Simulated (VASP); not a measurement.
# Be2Al under changes of volume

One of the cells (10.676 Å³/atom); the others are scaled copies at fixed shape and fractional positions:

```xyz
3
Lattice="3.6757 0.0000 0.0000 -1.8378 3.1832 0.0000 0.0000 0.0000 2.7372" Properties=species:S:1:pos:R:3 pbc="T T T"
Be    0.0000    2.1222    1.3686
Be    1.8379    1.0611    1.3686
Al    0.0000    0.0000    0.0000
```

The cell was built by a generator and needn't be a form met in nature.

```yaml
Program: VASP 6.6.1
Functional: PBE
Potentials_or_basis: VASP PAW PBE potentials, release 64 (Be, Al)
Cutoff: 520 eV
k_mesh: 8 × 8 × 10
Occupations: fermi-dirac, width 0.05 eV
Spin: no spin polarisation
```

```csv
volume (Å³/atom),energy over the lowest point (meV/atom),pressure (GPa)
9.838,47.38,13.8
10.048,31.29,10.8
10.257,18.94,8.1
10.676,3.97,3.5
10.885,?,?
11.094,0.00,-0.4
```

Question: What does the run at 10.885 Å³/atom give?

Answer: Energy over the lowest point 0.72 meV/atom; pressure 1.5 GPa.

Worked out: A Birch-Murnaghan fit of order 3 (a polynomial in V^(-2/3)) to the other rows has its minimum at 11.06 Å³/atom with B0 = V·E''(V) = 93 GPa and B' = 4.2 at fixed shape and positions, which overstates the stiffness. It gives 0.74 meV/atom at 10.885 Å³/atom, against the run's 0.72, and -dE/dV = 1.5 GPa, against 1.5.

Energies are extrapolated to zero smearing.
